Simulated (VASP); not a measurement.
Computed with PBEsol GGA, VASP's PBE PAW potentials (set 64) (plane waves; VASP 6.6.1).

The input files of a VASP run:

INCAR:
```
! general
SYSTEM  = GeRh
PREC    = Accurate
ENCUT   = 400
LREAL   = .FALSE.
LASPH   = .TRUE.

! electronic loop
EDIFF   = 1E-6
NELM    = 100
ALGO    = Normal
LMAXMIX = 4

! smearing
ISMEAR  = 1
SIGMA   = 0.1

! functional
GGA     = PS

! ions
IBRION  = 2
NSW     = 60
ISIF    = 3
EDIFFG  = -0.01

! output
LWAVE   = .FALSE.
LCHARG  = .FALSE.
```

KPOINTS:
```
Automatic mesh
0
Gamma
11 11 10
0 0 0
```

File POSCAR:
```
GeRh
1
    3.3903980000     0.0000000000     0.0000000000
   -1.6951990000     2.9361710000     0.0000000000
    0.0000000000     0.0000000000     3.3088610000
Rh Ge
1 1
Direct
  0.0000000000   0.0000000000   0.0000000000
  0.6666670000   0.3333330000   0.5000000000
```

POTCAR, in this order: Rh_pv Ge_d (PBE.64 set). Program: vasp_std.

What VASP printed:

**OSZICAR**
```
...
DAV:   3    -0.139334781391E+02    0.31205E-03   -0.96334E-04  3960   0.302E-01    0.766E-02
DAV:   4    -0.139333455418E+02    0.13260E-03   -0.32741E-04  4788   0.172E-01    0.166E-02
DAV:   5    -0.139333440628E+02    0.14790E-05   -0.18652E-05  4844   0.632E-02    0.512E-03
DAV:   6    -0.139333438915E+02    0.17129E-06   -0.10588E-06  1958   0.161E-02
  19 F= -.13933344E+02 E0= -.13933535E+02  d E =-.504935E-03
       N       E                     dE             d eps       ncg     rms          rms(c)
DAV:   1    -0.139343161111E+02   -0.97205E-03   -0.69822E-03  4076   0.123E+00    0.158E-01
DAV:   2    -0.139340008288E+02    0.31528E-03   -0.37142E-03  3538   0.509E-01    0.691E-02
DAV:   3    -0.139338973996E+02    0.10343E-03   -0.52555E-04  3930   0.227E-01    0.273E-02
DAV:   4    -0.139338803625E+02    0.17037E-04   -0.50274E-05  4144   0.997E-02    0.800E-03
DAV:   5    -0.139338799714E+02    0.39109E-06   -0.36554E-06  3310   0.325E-02
  20 F= -.13933880E+02 E0= -.13934071E+02  d E =-.536080E-03
       N       E                     dE             d eps       ncg     rms          rms(c)
DAV:   1    -0.139392236564E+02   -0.53433E-02   -0.63215E-02  4066   0.369E+00    0.476E-01
DAV:   2    -0.139363897526E+02    0.28339E-02   -0.33219E-02  3542   0.153E+00    0.207E-01
DAV:   3    -0.139354622855E+02    0.92747E-03   -0.46544E-03  3946   0.680E-01    0.814E-02
DAV:   4    -0.139353051488E+02    0.15714E-03   -0.44939E-04  4152   0.300E-01    0.241E-02
DAV:   5    -0.139352990125E+02    0.61363E-05   -0.35129E-05  4220   0.991E-02    0.144E-02
DAV:   6    -0.139352988003E+02    0.21223E-06   -0.63246E-06  2774   0.261E-02
  21 F= -.13935299E+02 E0= -.13935487E+02  d E =-.195491E-02
       N       E                     dE             d eps       ncg     rms          rms(c)
DAV:   1    -0.139529310439E+02   -0.17632E-01   -0.25151E-01  4078   0.736E+00    0.960E-01
DAV:   2    -0.139415605986E+02    0.11370E-01   -0.13091E-01  3542   0.305E+00    0.410E-01
DAV:   3    -0.139379314128E+02    0.36292E-02   -0.18044E-02  3962   0.135E+00    0.162E-01
DAV:   4    -0.139372970004E+02    0.63441E-03   -0.17838E-03  4160   0.601E-01    0.484E-02
DAV:   5    -0.139372696160E+02    0.27384E-04   -0.14445E-04  4224   0.202E-01    0.288E-02
DAV:   6    -0.139372666677E+02    0.29483E-05   -0.25751E-05  3694   0.528E-02    0.698E-03
DAV:   7    -0.139372662480E+02    0.41965E-06   -0.25290E-06  2172   0.126E-02
  22 F= -.13937266E+02 E0= -.13937442E+02  d E =-.392236E-02
       N       E                     dE             d eps       ncg     rms          rms(c)
DAV:   1    -0.140002291575E+02   -0.62962E-01   -0.10088E+00  4084   0.147E+01    0.195E+00
DAV:   2    -0.139543134926E+02    0.45916E-01   -0.51266E-01  3540   0.608E+00    0.813E-01
DAV:   3    -0.139402956949E+02    0.14018E-01   -0.68690E-02  3976   0.270E+00    0.321E-01
DAV:   4    -0.139377470013E+02    0.25487E-02   -0.70180E-03  4164   0.121E+00    0.989E-02
DAV:   5    -0.139376315724E+02    0.11543E-03   -0.58510E-04  4250   0.407E-01    0.587E-02
DAV:   6    -0.139376156741E+02    0.15898E-04   -0.10072E-04  3928   0.111E-01    0.120E-02
DAV:   7    -0.139376137990E+02    0.18751E-05   -0.87809E-06  3740   0.337E-02    0.415E-03
DAV:   8    -0.139376138568E+02   -0.57856E-07   -0.19875E-07  1790   0.666E-03
  23 F= -.13937614E+02 E0= -.13937740E+02  d E =-.426997E-02
       N       E                     dE             d eps       ncg     rms          rms(c)
DAV:   1    -0.139505320011E+02   -0.12918E-01   -0.20206E-01  4126   0.669E+00    0.843E-01
DAV:   2    -0.139414067797E+02    0.91252E-02   -0.10263E-01  3546   0.271E+00    0.358E-01
DAV:   3    -0.139386054010E+02    0.28014E-02   -0.13834E-02  3966   0.119E+00    0.148E-01
DAV:   4    -0.139380932034E+02    0.51220E-03   -0.13847E-03  4184   0.531E-01    0.420E-02
DAV:   5    -0.139380677950E+02    0.25408E-04   -0.96111E-05  4248   0.165E-01    0.258E-02
DAV:   6    -0.139380611188E+02    0.66763E-05   -0.18189E-05  3836   0.509E-02    0.605E-03
DAV:   7    -0.139380607123E+02    0.40645E-06   -0.19156E-06  2004   0.107E-02
  24 F= -.13938061E+02 E0= -.13938212E+02  d E =-.471682E-02
       N       E                     dE             d eps       ncg     rms          rms(c)
DAV:   1    -0.139381099184E+02   -0.48800E-04   -0.78073E-04  4132   0.414E-01    0.532E-02
DAV:   2    -0.139380734164E+02    0.36502E-04   -0.40124E-04  3544   0.169E-01    0.226E-02
DAV:   3    -0.139380629500E+02    0.10466E-04   -0.54034E-05  3976   0.748E-02    0.916E-03
DAV:   4    -0.139380612127E+02    0.17373E-05   -0.54098E-06  4096   0.333E-02    0.262E-03
DAV:   5    -0.139380612713E+02   -0.58571E-07   -0.36313E-07  1750   0.110E-02
  25 F= -.13938061E+02 E0= -.13938211E+02  d E =-.471738E-02
       N       E                     dE             d eps       ncg     rms          rms(c)
DAV:   1    -0.139380816098E+02   -0.20397E-04   -0.23367E-04  3638   0.169E-01    0.198E-02
DAV:   2    -0.139380749727E+02    0.66371E-05   -0.30741E-05  3600   0.523E-02    0.100E-02
DAV:   3    -0.139380733584E+02    0.16143E-05   -0.57244E-06  2690   0.243E-02    0.571E-03
DAV:   4    -0.139380726193E+02    0.73911E-06   -0.17322E-06  2242   0.141E-02
  26 F= -.13938073E+02 E0= -.13938225E+02  d E =-.113480E-04
       N       E                     dE             d eps       ncg     rms          rms(c)
DAV:   1    -0.139381819269E+02   -0.10857E-03   -0.20825E-03  3640   0.506E-01    0.593E-02
DAV:   2    -0.139381239094E+02    0.58018E-04   -0.26964E-04  3588   0.155E-01    0.298E-02
DAV:   3    -0.139381088064E+02    0.15103E-04   -0.51234E-05  4080   0.728E-02    0.170E-02
DAV:   4    -0.139381022783E+02    0.65281E-05   -0.15782E-05  4368   0.412E-02    0.366E-03
DAV:   5    -0.139381023509E+02   -0.72640E-07   -0.82202E-07  1790   0.155E-02
  27 F= -.13938102E+02 E0= -.13938260E+02  d E =-.410796E-04
       N       E                     dE             d eps       ncg     rms          rms(c)
DAV:   1    -0.139384607498E+02   -0.35847E-03   -0.83390E-03  3638   0.101E+00    0.119E-01
DAV:   2    -0.139382298898E+02    0.23086E-03   -0.10917E-03  3586   0.312E-01    0.595E-02
DAV:   3    -0.139381686656E+02    0.61224E-04   -0.20577E-04  4066   0.145E-01    0.339E-02
DAV:   4    -0.139381424220E+02    0.26244E-04   -0.63265E-05  4802   0.819E-02    0.728E-03
DAV:   5    -0.139381423475E+02    0.74489E-07   -0.37343E-06  3450   0.309E-02
  28 F= -.13938142E+02 E0= -.13938311E+02  d E =-.810762E-04
       N       E                     dE             d eps       ncg     rms          rms(c)
DAV:   1    -0.139394203112E+02   -0.12779E-02   -0.33367E-02  3640   0.201E+00    0.238E-01
DAV:   2    -0.139384976265E+02    0.92268E-03   -0.43672E-03  3588   0.619E-01    0.119E-01
DAV:   3    -0.139382508198E+02    0.24681E-03   -0.82362E-04  4082   0.291E-01    0.678E-02
DAV:   4    -0.139381455845E+02    0.10524E-03   -0.25223E-04  4754   0.163E-01    0.146E-02
DAV:   5    -0.139381445285E+02    0.10560E-05   -0.15849E-05  4716   0.620E-02    0.480E-03
DAV:   6    -0.139381444237E+02    0.10480E-06   -0.10722E-06  1942   0.158E-02
  29 F= -.13938144E+02 E0= -.13938333E+02  d E =-.831524E-04
       N       E                     dE             d eps       ncg     rms          rms(c)
DAV:   1    -0.139383996120E+02   -0.25508E-03   -0.63545E-03  3638   0.882E-01    0.104E-01
DAV:   2    -0.139382252863E+02    0.17433E-03   -0.82443E-04  3590   0.273E-01    0.520E-02
DAV:   3    -0.139381773919E+02    0.47894E-04   -0.15631E-04  4084   0.127E-01    0.295E-02
DAV:   4    -0.139381571849E+02    0.20207E-04   -0.48003E-05  4824   0.719E-02    0.635E-03
DAV:   5    -0.139381564441E+02    0.74080E-06   -0.27430E-06  3126   0.269E-02
  30 F= -.13938156E+02 E0= -.13938337E+02  d E =-.951728E-04
```

**OUTCAR**
```
------------------------ aborting loop because EDIFF is reached ----------------------------------------
  FORCE on cell =-STRESS in cart. coord.  units (eV):
  Direction    XX          YY          ZZ          XY          YZ          ZX
  --------------------------------------------------------------------------------------
  Total        0.0133648      0.0133648      0.0097886      0.0000000      0.0000000     -0.0000000
  in kB        0.7370891      0.7370892      0.5398567      0.0000000      0.0000000     -0.0000000
  external PRESSURE =       0.6713450 kB  Pullay stress =       0.0000000 kB
  volume of cell :       29.05
      direct lattice vectors                 reciprocal lattice vectors
     3.036086156 -0.000000000  0.000000000     0.329371417  0.190162666 -0.000000000
    -1.518043078  2.629327882  0.000000000     0.000000000  0.380325332 -0.000000000
     0.000000000  0.000000000  3.639107087    -0.000000000 -0.000000000  0.274792683
 POSITION                                       TOTAL-FORCE (eV/Angst)
 -----------------------------------------------------------------------------------
      0.00000      0.00000      0.00000         0.000000      0.000000      0.000000
      1.51804      0.87644      1.81955        -0.000000     -0.000000      0.000000
 -----------------------------------------------------------------------------------
    total drift:                               -0.000650      0.000376      0.000000
  FREE ENERGIE OF THE ION-ELECTRON SYSTEM (eV)
  ---------------------------------------------------
  free  energy   TOTEN  =       -13.9381564441 eV

  energy  without entropy=      -13.9386976514  energy(sigma->0) =      -13.93833685

 reached required accuracy - stopping structural energy minimisation
```
(Selected blocks of OUTCAR.)

**CONTCAR**
```
GeRh
   1.00000000000000
     3.0360861563725345   -0.0000000000000001    0.0000000000000000
    -1.5180430781862673    2.6293278819977006    0.0000000000000006
     0.0000000000000004    0.0000000000000005    3.6391070869394913
  Rh              Ge
     1     1
Direct
     0.0000000000000000    0.0000000000000000    0.0000000000000000
     0.6666669999999968    0.3333330000000032    0.5000000000000000
```

Energy and stress use the plane-wave basis of the starting cell.

The structure was generated: GeRh was put into the WC type (P-6m2), which need not be its known phase. This run relaxes it. Symmetry was kept, so distortions that lower it aren't found. The electron count is odd and the run is not spin-polarised, which forces a metal.
